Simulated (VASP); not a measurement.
Computed with PBEsol GGA, VASP's PBE PAW potentials (set 64) (plane waves; VASP).

The input files of a VASP run:

### INCAR
```
! general
SYSTEM  = CoSi
PREC    = Accurate
ENCUT   = 500
LREAL   = .FALSE.
LASPH   = .TRUE.

! electronic loop
EDIFF   = 1E-6
NELM    = 100
ALGO    = Normal
LMAXMIX = 4

! smearing
ISMEAR  = 1
SIGMA   = 0.1

! functional
GGA     = PS

! ions
IBRION  = 2
NSW     = 40
ISIF    = 3
EDIFFG  = -0.02
PSTRESS = 450

! output
LWAVE   = .FALSE.
LCHARG  = .FALSE.
```

POSCAR:
```
CoSi
1
    4.1918053131    -0.0000000000     0.0000000000
   -0.0000000000     4.1918053131    -0.0000000000
   -0.0000000000    -0.0000000000     4.1918053131
Co Si
4 4
Direct
  0.8514637771   0.6485362229   0.3514637771
  0.3514637771   0.8514637771   0.6485362229
  0.1485362229   0.1485362229   0.1485362229
  0.6485362229   0.3514637771   0.8514637771
  0.1553573470   0.3446426530   0.6553573470
  0.6553573470   0.1553573470   0.3446426530
  0.8446426530   0.8446426530   0.8446426530
  0.3446426530   0.6553573470   0.1553573470
```

KPOINTS:
```
Automatic mesh
0
Gamma
7 7 7
0 0 0
```

POTCAR, in this order: Co Si (PBE.64 set). Program: vasp_std.

The run wrote:

### OSZICAR
```
       N       E                     dE             d eps       ncg     rms          rms(c)
DAV:   1     0.367885639514E+03    0.36789E+03   -0.22219E+04  1488   0.196E+03
DAV:   2    -0.302263301518E+02   -0.39811E+03   -0.38795E+03  1488   0.419E+02
DAV:   3    -0.636286573851E+02   -0.33402E+02   -0.32574E+02  1740   0.146E+02
DAV:   4    -0.650417881200E+02   -0.14131E+01   -0.14027E+01  1839   0.289E+01
DAV:   5    -0.651008760108E+02   -0.59088E-01   -0.59072E-01  2109   0.526E+00    0.358E+01
DAV:   6    -0.673163792328E+02   -0.22155E+01   -0.15999E+02  2120   0.153E+02    0.218E+01
DAV:   7    -0.586525479024E+02    0.86638E+01   -0.61732E+01  1968   0.108E+02    0.110E+01
DAV:   8    -0.585937242048E+02    0.58824E-01   -0.38043E+00  1821   0.150E+01    0.311E+00
DAV:   9    -0.584935290129E+02    0.10020E+00   -0.34251E-01  2313   0.683E+00    0.129E+00
DAV:  10    -0.584866604189E+02    0.68686E-02   -0.27107E-02  2276   0.130E+00    0.405E-01
DAV:  11    -0.584850494683E+02    0.16110E-02   -0.41337E-03  2401   0.632E-01    0.920E-02
DAV:  12    -0.584850325287E+02    0.16940E-04   -0.53096E-04  1982   0.286E-01    0.366E-02
DAV:  13    -0.584850398296E+02   -0.73009E-05   -0.60750E-05  2088   0.443E-02    0.502E-02
DAV:  14    -0.584850304977E+02    0.93319E-05   -0.28030E-05  2321   0.442E-02    0.102E-02
DAV:  15    -0.584850309733E+02   -0.47558E-06   -0.21484E-06  1206   0.165E-02
   1 F= -.37797663E+02 E0= -.37797564E+02  d E =-.377977E+02
```

**OUTCAR**
```
------------------------ aborting loop because EDIFF is reached ----------------------------------------
  FORCE on cell =-STRESS in cart. coord.  units (eV):
  Direction    XX          YY          ZZ          XY          YZ          ZX
  --------------------------------------------------------------------------------------
  Total       20.7747141     20.7747141     20.7747141     -0.0000000      0.0000000      0.0000000
  in kB      451.8999852    451.8999852    451.8999852     -0.0000000      0.0000000      0.0000000
  external PRESSURE =       1.8999852 kB  Pullay stress =     450.0000000 kB
  volume of cell :       73.66
      direct lattice vectors                 reciprocal lattice vectors
     4.191805313  0.000000000  0.000000000     0.238560698  0.000000000  0.000000000
     0.000000000  4.191805313  0.000000000     0.000000000  0.238560698  0.000000000
     0.000000000  0.000000000  4.191805313     0.000000000  0.000000000  0.238560698
 POSITION                                       TOTAL-FORCE (eV/Angst)
 -----------------------------------------------------------------------------------
      3.56917      2.71854      1.47327        -0.002526      0.002526     -0.002526
      1.47327      3.56917      2.71854        -0.002526     -0.002526      0.002526
      0.62263      0.62263      0.62263         0.002526      0.002526      0.002526
      2.71854      1.47327      3.56917         0.002526     -0.002526     -0.002526
      0.65123      1.44467      2.74713         0.003593     -0.003593      0.003593
      2.74713      0.65123      1.44467         0.003593      0.003593     -0.003593
      3.54058      3.54058      3.54058        -0.003593     -0.003593     -0.003593
      1.44467      2.74713      0.65123        -0.003593      0.003593      0.003593
 -----------------------------------------------------------------------------------
    total drift:                               -0.000000      0.000000     -0.000000
  FREE ENERGIE OF THE ION-ELECTRON SYSTEM (eV)
  ---------------------------------------------------
  free  energy   TOTEN  =       -58.4850309733 eV

  energy  without entropy=      -58.4847336293  energy(sigma->0) =      -58.48493186
  enthalpy is  TOTEN    =       -37.7976628432 eV   P V=       20.6873681301

 reached required accuracy - stopping structural energy minimisation
```
(Selected blocks of OUTCAR.)

The compound is CoSi in the B20 structure. It was relaxed first under an external pressure of 45 GPa. The run is not spin-polarised, so no magnetic state was tried.
